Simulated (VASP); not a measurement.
# MnIn11As12 (a cell with a defect) in VASP: a series of runs, part 3 of 3

VASP 6.6.1.

## (6) Single point, PBEsol+U, collinear spin, ferromagnetic start

Contents of INCAR:

```
SYSTEM = MnIn11As12
PREC = Accurate ; ENCUT = 350
EDIFF = 1E-5 ; ISMEAR = 0
SIGMA = 0.03 ; LREAL = Auto
LASPH = .TRUE. ; NELM = 120
ALGO = Normal ; ISIF = 2
LWAVE = .FALSE. ; LCHARG = .FALSE.
ISPIN = 2 ; MAGMOM = 2 0 0 0 0 0 0 0 0 0 0 0 0 0 0 0 0 0 0 0 0 0 0 0
LORBIT = 11 ; NUPDOWN = 2
LMAXMIX = 4 ; LDAU = .TRUE.
LDAUTYPE = 2 ; LDAUL = 2 -1 -1
LDAUU = 3.5 0 0 ; LDAUJ = 0 0 0
LDAUPRINT = 1 ; GGA = PS
ISYM = 0
```

Contents of KPOINTS:

```
Automatic mesh
0
G
  2 2 2
  0 0 0
```

Contents of POSCAR:

```
MnIn11As12                              
1.0
    0.0000000000      9.0870000000      9.0870000000
    6.0580000000      0.0000000000      6.0580000000
    6.0580000000      6.0580000000      0.0000000000
  Mn              In              As            
     1    11    12
Direct
     0.0007394692045569    0.0005139464997697    0.9989236872679456
     0.0022548591339791    0.0019528437463124    0.4983136725807635
     0.0027168698038575    0.4972374300141095    0.0019872009239870
     0.0018907145960270    0.4982728550887454    0.4960152000839403
     0.3310749929299384    0.9995439210295362    0.0008766237340515
     0.3313621071038940    0.0010967155898606    0.4983171946799432
     0.3315784771922404    0.5023828166538321    0.9993935667621129
     0.3323366983402285    0.4995052755867050    0.5009797176941382
     0.6680477945803255    0.0023525592468603    0.0026933409405118
     0.6670091472547590    0.0021665742552928    0.4976648795123144
     0.6688220441446885    0.4954538037059549    0.0013440771110855
     0.6685830862036654    0.4989966819403980    0.4994898704931391
     0.0811517997963950    0.1207205933720098    0.1219436535204007
     0.0818771233123042    0.1214639573476803    0.6358210277152909
     0.0822048555817859    0.6373783731349213    0.1192987647295799
     0.0824408808220147    0.6252477864582121    0.6253180539152977
     0.4175453613172774    0.1257246778875324    0.1222157360485533
     0.4168185274280001    0.1236576616067958    0.6246885218889231
     0.4183097168854154    0.6233707127721266    0.1250069210678110
     0.4182265721358472    0.6245715758543722    0.6231364476498457
     0.7606315221735948    0.1199614752869656    0.1223825283031281
     0.7517357890824033    0.1233828692420891    0.6261916364055071
     0.7520356172049760    0.6254996789934377    0.1237150483471192
     0.7514899737718217    0.6253432146864594    0.6246906286246265
```

Potentials or basis: VASP PAW PBE potentials, release 64 (Mn_pv, In_d, As).

Run with:

```sh
$ cat potpaw_PBE.64/Mn_pv/POTCAR potpaw_PBE.64/In_d/POTCAR potpaw_PBE.64/As/POTCAR > POTCAR
$ mpirun -np 1 vasp_std > vasp.out
```

OUTCAR:

```text
SYSTEM = MnIn11As12
   PREC = Accurate
   ENCUT = 350
   EDIFF = 1E-5
   ISMEAR = 0
   LREAL = Auto
   LASPH = .TRUE.
   NELM = 120
   ISIF = 2
   ISPIN = 2
   LORBIT = 11
   NUPDOWN = 2
   GGA = PS
   ISYM = 0

 ion  position               nearest neighbor table
   1  0.001  0.001  0.999-  21 2.52  14 2.54  15 2.54  13 2.55
   2  0.002  0.002  0.498-  22 2.63  13 2.63  14 2.63  16 2.64
   3  0.003  0.497  0.002-  23 2.63  16 2.64  13 2.64  15 2.64
   4  0.002  0.498  0.496-  24 2.63  15 2.64  14 2.64  16 2.64
   5  0.331  1.000  0.001-  13 2.62  18 2.63  19 2.63  17 2.64
   6  0.331  0.001  0.498-  14 2.62  17 2.63  20 2.63  18 2.64
[... 16 lines left out ...]
  23  0.752  0.625  0.124-  12 2.63   3 2.63   9 2.64  11 2.64
  24  0.751  0.625  0.625-   4 2.63  12 2.63  11 2.63  10 2.64

IMPORTANT INFORMATION: All symmetrisations will be switched off!
NOSYMM: (Re-)initialisation of all symmetry stuff for point group C_1.

----------------------------------------------------------------------------------------

                                     Primitive cell

  volume of cell :     666.9742

  direct lattice vectors                    reciprocal lattice vectors
     0.000000000  9.087000000  9.087000000    -0.055023660  0.055023660  0.055023660
     6.058000000  0.000000000  6.058000000     0.082535490 -0.082535490  0.082535490
     6.058000000  6.058000000  0.000000000     0.082535490  0.082535490 -0.082535490

  length of vectors
    12.850958641  8.567305761  8.567305761     0.095303775  0.142955663  0.142955663

  position of ions in fractional coordinates (direct lattice)
     0.000739469  0.000513946  0.998923687
     0.002254859  0.001952844  0.498313673
     0.002716870  0.497237430  0.001987201
     0.001890715  0.498272855  0.496015200
     0.331074993  0.999543921  0.000876624
     0.331362107  0.001096716  0.498317195
[... 16 lines left out ...]
     0.752035617  0.625499679  0.123715048
     0.751489974  0.625343215  0.624690629

  ion indices of the primitive-cell ions
   primitive index   ion index
                 1           1
                 2           2
                 3           3
                 4           4
                 5           5
                 6           6
[... 16 lines left out ...]
                23          23
                24          24

----------------------------------------------------------------------------------------

 KPOINTS: Automatic mesh

Automatic generation of k-mesh.
 Grid dimensions read from file:
 generate k-points for:    2    2    2

 Generating k-lattice:

  Cartesian coordinates                     Fractional coordinates (reciprocal lattice)
    -0.027511830  0.027511830  0.027511830     0.500000000  0.000000000  0.000000000
     0.041267745 -0.041267745  0.041267745     0.000000000  0.500000000  0.000000000
     0.041267745  0.041267745 -0.041267745     0.000000000  0.000000000  0.500000000

  Length of vectors
     0.047651888  0.071477831  0.071477831

[... 103 lines left out ...]
  o =  0.0968  v =  0.0000  0.0000  0.0000  0.0000  0.0000  0.3269  0.8539 -0.0064  0.4049  0.0017      0.0000  0.0000  0.0000  0.0000  0.0000  0.0000  0.0000  0.0000  0.0000  0.0000
  o =  0.1005  v =  0.0000  0.0000  0.0000  0.0000  0.0000  0.7483  0.0278  0.0068 -0.6628  0.0015      0.0000  0.0000  0.0000  0.0000  0.0000  0.0000  0.0000  0.0000  0.0000  0.0000
  o =  0.1135  v =  0.0000  0.0000  0.0000  0.0000  0.0000 -0.5772  0.5196  0.0030 -0.6298  0.0122      0.0000  0.0000  0.0000  0.0000  0.0000  0.0000  0.0000  0.0000  0.0000  0.0000
  o =  0.8910  v = -0.6376  0.0107 -0.0568  0.7674 -0.0355  0.0000  0.0000  0.0000  0.0000  0.0000      0.0000  0.0000  0.0000  0.0000  0.0000  0.0000  0.0000  0.0000  0.0000  0.0000
  o =  0.8926  v =  0.5159  0.7452  0.0295  0.4180 -0.0531  0.0000  0.0000  0.0000  0.0000  0.0000      0.0000  0.0000  0.0000  0.0000  0.0000  0.0000  0.0000  0.0000  0.0000  0.0000
  o =  0.9064  v =  0.5708 -0.6621 -0.0311  0.4830  0.0396  0.0000  0.0000  0.0000  0.0000  0.0000      0.0000  0.0000  0.0000  0.0000  0.0000  0.0000  0.0000  0.0000  0.0000  0.0000
  o =  0.9217  v = -0.0380  0.0009  0.8361  0.0554  0.5445  0.0000  0.0000  0.0000  0.0000  0.0000      0.0000  0.0000  0.0000  0.0000  0.0000  0.0000  0.0000  0.0000  0.0000  0.0000
  o =  0.9219  v =  0.0034  0.0786 -0.5440  0.0001  0.8354  0.0000  0.0000  0.0000  0.0000  0.0000      0.0000  0.0000  0.0000  0.0000  0.0000  0.0000  0.0000  0.0000  0.0000  0.0000

 number of electron     215.9999985 magnetization       1.9999993

 Free energy of the ion-electron system (eV)
  ---------------------------------------------------
  ext. energy  EPLUGINS =         0.00000000
  ---------------------------------------------------
  free energy    TOTEN  =      -103.77320226 eV

  energy without entropy =     -103.76693806  energy(sigma->0) =     -103.77007016

 E-fermi :   5.2932     XC(G=0):  -9.2322

 val. band max:        5.2930846042   @ k =   0.0000   0.0000   0.5000
 cond. band min:       3.7453112556   @ k =   0.5000   0.5000   0.5000
 fundamental gap:     -1.5477733486
 Fermi energy:         3.7140753483

 spin component 1

 k-point     1 :       0.0000    0.0000    0.0000
  band No.  band energies     occupation
      1     -46.4019      1.00000
      2     -46.3965      1.00000
      3     -46.3573      1.00000
      4     -10.3081      1.00000
      5     -10.2979      1.00000
      6     -10.2876      1.00000
[... 973 lines left out ...]
    119       6.8068      0.00000
    120       6.8342      0.00000
 Fermi energy:         5.2931655522

 spin component 2

 k-point     1 :       0.0000    0.0000    0.0000
  band No.  band energies     occupation
      1     -41.9353      1.00000
      2     -41.9282      1.00000
      3     -41.8971      1.00000
      4     -10.3266      1.00000
      5     -10.3184      1.00000
      6     -10.3069      1.00000
[... 973 lines left out ...]
    119       7.1378      0.00000
    120       7.2489      0.00000
 [bands above 120 left out]

------------------------ aborting loop because EDIFF is reached ----------------------------------------

  FORCE on cell =-STRESS in cart. coord.  units (eV):
  Direction    XX          YY          ZZ          XY          YZ          ZX
  --------------------------------------------------------------------------------------
  -------------------------------------------------------------------------------------
  Total        3.0468229      2.7553518      2.8724360      0.6460774     -0.7011368      0.5131675
  in kB        7.3189492      6.6187897      6.9000444      1.5519798     -1.6842412      1.2327094
  external PRESSURE =       6.9459278 kB  Pullay stress =       0.0000000 kB

 VOLUME and BASIS-vectors are now :
 -----------------------------------------------------------------------------
  energy-cutoff  :      350.00
  volume of cell :      666.97
      direct lattice vectors                 reciprocal lattice vectors
     0.000000000  9.087000000  9.087000000    -0.055023660  0.055023660  0.055023660
     6.058000000  0.000000000  6.058000000     0.082535490 -0.082535490  0.082535490
     6.058000000  6.058000000  0.000000000     0.082535490  0.082535490 -0.082535490

 POSITION                                       TOTAL-FORCE (eV/Angst)
 -----------------------------------------------------------------------------------
      6.05459      6.05820      0.00983         0.051913     -0.015038     -0.016856
      3.03061      3.03927      0.03232         0.020102      0.023526     -0.193866
      3.02430      0.03673      3.03695         0.030527     -0.195732      0.018634
      6.02340      3.02204      3.03572         0.197754     -0.007270     -0.007729
      6.06055      3.01379      9.06372        -0.111493      0.082425      0.086864
      3.02545      6.02989      3.01773        -0.017014      0.127228      0.032357
[... 16 lines left out ...]
      4.53874      7.58321     10.62302         0.013616      0.030896     -0.047784
      7.57271     10.61317     10.61712        -0.050901     -0.013282     -0.026449
 -----------------------------------------------------------------------------------
    total drift:                               -0.022336     -0.001356      0.001156

  FREE ENERGIE OF THE ION-ELECTRON SYSTEM (eV)
  ---------------------------------------------------
  free  energy   TOTEN  =      -103.7732022588 eV

  energy  without entropy=     -103.7669380567  energy(sigma->0) =     -103.77007016

 total charge

# of ion       s       p       d       tot
------------------------------------------
    1        0.308   6.214   4.870  11.392
    2        0.859   0.716   9.882  11.457
    3        0.859   0.714   9.882  11.455
    4        0.861   0.714   9.882  11.457
    5        0.862   0.720   9.881  11.464
    6        0.861   0.723   9.882  11.466
[... 16 lines left out ...]
   23        1.234   1.540   0.022   2.796
   24        1.233   1.542   0.022   2.796
--------------------------------------------------
tot         24.569  32.609 113.839 171.017

 magnetization (x)

# of ion       s       p       d       tot
------------------------------------------
    1        0.040   0.032   4.170   4.241
    2       -0.012  -0.009  -0.006  -0.027
    3       -0.012  -0.009  -0.006  -0.027
    4       -0.015  -0.009  -0.006  -0.030
    5       -0.018  -0.012  -0.007  -0.037
    6       -0.019  -0.011  -0.007  -0.037
[... 16 lines left out ...]
   23       -0.016  -0.050  -0.001  -0.067
   24       -0.015  -0.046  -0.002  -0.063
--------------------------------------------------
tot         -0.320  -0.998   4.101   2.783
```

It took 24 min on 1 thread of AMD EPYC 9R45 (Zen 5), shared host; peak memory 0.95 GiB.

What came out:

| Item | Value |
| --- | --- |
| Free energy | -103.7732 eV |
| Pressure | 0.7 GPa |
| Largest force | 0.199 eV/Å |
| Net moment | 2.00 μB per cell |
| Site moments | Mn +4.24; In -0.03, -0.04; As -0.14, -0.13, -0.04, -0.09, -0.07, -0.06 μB |
| Valence electrons inside the program's atomic spheres | Mn 11.39; In 11.46, 11.47; As 2.79, 2.80 |

Forces on the atoms (eV/Å):
```
Mn   0.052 -0.015 -0.017
In   0.020  0.024 -0.194
In   0.031 -0.196  0.019
In   0.198 -0.007 -0.008
In  -0.111  0.082  0.087
In  -0.017  0.127  0.032
In  -0.038  0.042  0.113
In   0.021 -0.003 -0.001
In  -0.116  0.029  0.011
In   0.031  0.096 -0.054
In   0.051 -0.049  0.103
In   0.019 -0.002  0.009
As  -0.105 -0.067 -0.054
As   0.029  0.062 -0.037
As   0.041 -0.039  0.046
As  -0.058  0.048  0.053
As   0.097 -0.065 -0.072
As  -0.012 -0.058 -0.007
As  -0.011 -0.021 -0.056
As   0.018 -0.016 -0.010
As  -0.125  0.061  0.074
As   0.022 -0.051  0.037
As   0.014  0.031 -0.048
As  -0.051 -0.013 -0.026
```

Eigenvalues of the final occupation matrices:
| site | spin | trace | eigenvalues |
| --- | --- | --- | --- |
| site 1 d | 1 | 4.53 | 0.89 0.89 0.91 0.92 0.92 |
| site 1 d | 2 | 0.36 | 0.02 0.02 0.10 0.10 0.11 |

Caveat: the k mesh is coarse (spacing up to 0.45 Å⁻¹), so the values aren't converged; the PAW data sets were made with another functional, which shifts forces and pressure a little; the total moment is fixed, so each spin has its own Fermi level; only a ferromagnetic start was run, and an antiferromagnetic order may lie lower in energy; the U is typed as a test and isn't derived for this compound. The state reached can hang on the start; a lower one may exist.

## (7) Overview

| task | U | fixed moment (μB) | cell | k mesh | mesh quality | pressure (GPa) | moment (μB) | largest force (eV/Å) |
| --- | --- | --- | --- | --- | --- | --- | --- | --- |
| relaxation of the atoms | Mn d U = 3.5 eV | 4 | atoms relaxed from: atoms moved at random, drawn with an rms of 0.05 Å | 2 × 2 × 2 | coarse | 0.1 | 4.00 | 0.03 |
| single point | Mn d U = 3.5 eV | - | as given | 2 × 2 × 2 | coarse | 0.0 | 4.60 | 0.11 |
| single point | Mn d U = 5.5 eV | 4 | as given | 2 × 2 × 2 | coarse | 0.3 | 4.00 | 0.23 |
| single point | Mn d U = 3.5 eV | 4 | as given | 2 × 3 × 3 | not flagged | 0.0 | 4.00 | 0.11 |
| single point | Mn d U = 3.5 eV | 2 | as given | 2 × 2 × 2 | coarse | 0.7 | 2.00 | 0.20 |

Alike in all rows: level PBEsol+U; potentials or basis VASP PAW PBE potentials, release 64 (Mn_pv, In_d, As); spin collinear, ferromagnetic start; cutoff (eV) 350; smearing gaussian 0.03 eV.

Caveats: some runs use coarse meshes; the PAW data sets were made with another functional, which shifts forces and pressure a little; only a ferromagnetic start was run, and an antiferromagnetic order may lie lower in energy; the U is typed as a test and isn't derived for this compound; the total moment is fixed, so each spin has its own Fermi level (some runs).

Total energies depend on the potentials used, so only differences within one code and one set of settings carry meaning.
